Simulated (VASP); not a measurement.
```yaml
crystal:
  lattice:
    - [1.57590, -2.72954, 0.00000]
    - [1.57590, 2.72954, 0.00000]
    - [0.00000, 0.00000, 3.59040]
  atoms:
    - { symbol: Mg, position: [0.00000, 0.00000, 0.00000] }
    - { symbol: B, position: [0.33333, 0.66667, 0.50000] }
    - { symbol: B, position: [0.66667, 0.33333, 0.50000] }
```

The base run (VASP): PBE GGA, plane waves, VASP's PBE PAW potentials (set 64). Run with 520 eV cut-off, 10×10×8 Γ-centred mesh, first-order Methfessel-Paxton smearing of 0.10 eV, potentials Mg B.

One setting is varied; ΔE counts from the base run. The base run took about 6 core-seconds. Times come from single runs on busy shared machines, so they are rough: good to a factor of about 2.

Pressures at a finite cut-off, here 520 eV, hold a Pulay part, which wasn't tested here.

```json
[
 {"setting": "base run", "cost over the base run": "reference", "electronic steps": "12", "ΔE (meV/atom)": "0.0", "pressure (GPa)": "-9.45"},
 {"setting": "ISYM = 1", "cost over the base run": "within a factor of 2", "electronic steps": "12", "ΔE (meV/atom)": "0.0", "pressure (GPa)": "-9.45"},
 {"setting": "SYMPREC = 1E-3", "cost over the base run": "within a factor of 2", "electronic steps": "12", "ΔE (meV/atom)": "0.0", "pressure (GPa)": "-9.45"},
 {"setting": "ISYM = 0", "cost over the base run": "about 4 times", "electronic steps": "12", "ΔE (meV/atom)": "0.0", "pressure (GPa)": "-9.45"},
 {"setting": "ISYM = -1", "cost over the base run": "?", "electronic steps": "12", "ΔE (meV/atom)": "0.0", "pressure (GPa)": "-9.45"}
]
```

Problem. Fill in the missing entries.

Solution. 
- ISYM = -1, cost over the base run: about 10 times

Left out are runs that failed, have no time on record or changed the cell.

The compound is MgB2 in the AlB2 type structure. The cell was not relaxed at this level.
